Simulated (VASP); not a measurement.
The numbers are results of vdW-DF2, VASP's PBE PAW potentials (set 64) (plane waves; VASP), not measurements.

A VASP calculation is set up with these files.

POSCAR:
```
Sr
2.9714150
  0.0000000000   0.9999999332   0.9999999332
  0.9999999332   0.0000000000   0.9999999332
  0.9999999332   0.9999999332   0.0000000000
Sr
1
Cartesian
  1.9999998665   0.9999999332   0.9999999332
```

File KPOINTS:
```
K-points
0
G
8 8 8
```

INCAR:
```
AGGAC=0.0
ALGO=Normal
EDIFF=1E-7
ENCUT=520
GGA=ML
ISIF=2
ISMEAR=0
LASPH=.TRUE.
LCHARG=.FALSE.
LMAXMIX=4
LREAL=.FALSE.
LUSE_VDW=.TRUE.
LWAVE=.FALSE.
NELM=100
PREC=Accurate
SIGMA=0.05
SYSTEM=Sr
ZAB_VDW=-1.8867
```

POTCAR, in this order: Sr_sv (PBE.64 set). Program: vasp_std.

The resulting files:

### OSZICAR
```
       N       E                     dE             d eps       ncg     rms          rms(c)
DAV:   1     0.419958153987E+02    0.41996E+02   -0.48568E+03   522   0.947E+02
DAV:   2     0.252515536421E+01   -0.39471E+02   -0.39083E+02   566   0.171E+02
DAV:   3     0.893346037009E+00   -0.16318E+01   -0.16252E+01   793   0.291E+01
DAV:   4     0.841396860197E+00   -0.51949E-01   -0.51912E-01   732   0.454E+00
DAV:   5     0.840127461563E+00   -0.12694E-02   -0.12692E-02   843   0.460E-01    0.105E+01
DAV:   6     0.838762396498E+00   -0.13651E-02   -0.64966E-03   629   0.729E-01    0.624E+00
DAV:   7     0.837810743196E+00   -0.95165E-03   -0.12170E-02   563   0.101E+00    0.696E-02
DAV:   8     0.837408809746E+00   -0.40193E-03   -0.12177E-03   749   0.286E-01    0.496E-02
DAV:   9     0.837319101210E+00   -0.89709E-04   -0.14143E-04   731   0.848E-02    0.243E-02
DAV:  10     0.837320266281E+00    0.11651E-05   -0.16140E-05   658   0.380E-02    0.360E-03
DAV:  11     0.837320836786E+00    0.57051E-06   -0.11339E-06   824   0.689E-03    0.234E-03
DAV:  12     0.837321122059E+00    0.28527E-06   -0.41835E-07   702   0.503E-03    0.164E-03
DAV:  13     0.837321699625E+00    0.57757E-06   -0.12352E-07   548   0.303E-03    0.969E-04
DAV:  14     0.837321701852E+00    0.22269E-08   -0.18825E-08   343   0.140E-03
   1 F= 0.83732170E+00 E0= 0.83762352E+00  d E =-.603643E-03
```

### OUTCAR
```
------------------------ aborting loop because EDIFF is reached ----------------------------------------
  FORCE on cell =-STRESS in cart. coord.  units (eV):
  Direction    XX          YY          ZZ          XY          YZ          ZX
  --------------------------------------------------------------------------------------
  Total        0.1317228      0.1317228      0.1317228     -0.0000000     -0.0000000      0.0000000
  in kB        4.0220906      4.0220906      4.0220906     -0.0000000     -0.0000000      0.0000000
  external PRESSURE =       4.0220906 kB  Pullay stress =       0.0000000 kB
  volume of cell :       52.47
      direct lattice vectors                 reciprocal lattice vectors
     0.000000000  2.971414802  2.971414802    -0.168270011  0.168270011  0.168270011
     2.971414802  0.000000000  2.971414802     0.168270011 -0.168270011  0.168270011
     2.971414802  2.971414802  0.000000000     0.168270011  0.168270011 -0.168270011
 POSITION                                       TOTAL-FORCE (eV/Angst)
 -----------------------------------------------------------------------------------
      0.00000      0.00000      0.00000        -0.000000      0.000000     -0.000000
 -----------------------------------------------------------------------------------
    total drift:                                0.000000      0.000000      0.000000
  FREE ENERGIE OF THE ION-ELECTRON SYSTEM (eV)
  ---------------------------------------------------
  free  energy   TOTEN  =         0.8373217019 eV

  energy  without entropy=        0.8379253446  energy(sigma->0) =        0.83762352
```
(Selected blocks of OUTCAR.)

The compound is Sr in the fcc structure. This cell is one point of a volume scan, at 0.97 of the reference volume.
